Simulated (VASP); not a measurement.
Input:

```
Ti
1.0
    1.46776    -2.54224     0.00000
    1.46776     2.54224     0.00000
    0.00000     0.00000     4.63765
Ti
2
Direct
  0.33333   0.66667   0.25000
  0.66667   0.33333   0.75000
```

All values below come from SCAN meta-GGA, VASP's PBE PAW potentials (set 64) (plane waves; VASP). Numerical set-up: 520 eV cut-off, 16×16×9 Γ-centred mesh, tetrahedra with Blöchl corrections, potentials Ti_sv.

Problem. Give the energies of bands 9 to 15 at the high-symmetry points, in eV from the Fermi level.

Solution. 
| band | Γ | M | K | A | L | H |
|---|---|---|---|---|---|---|
| 9 | -6.59 | -2.54 | -1.76 | -4.66 | -2.69 | -1.35 |
| 10 | -2.89 | -2.31 | -1.57 | -4.66 | -2.69 | -1.35 |
| 11 | 0.62 | -1.94 | -1.57 | 0.04 | -0.89 | -1.12 |
| 12 | 0.85 | -0.84 | -1.45 | 0.04 | -0.89 | -1.12 |
| 13 | 0.85 | 0.56 | 0.28 | 0.75 | 1.23 | -0.35 |
| 14 | 0.93 | 0.69 | 0.28 | 0.75 | 1.23 | -0.35 |
| 15 | 1.37 | 1.24 | 1.61 | 0.75 | 1.88 | 1.82 |

It has no gap at this level: it comes out as a metal or semimetal.

The compound is Ti in the hcp structure. It was relaxed first.
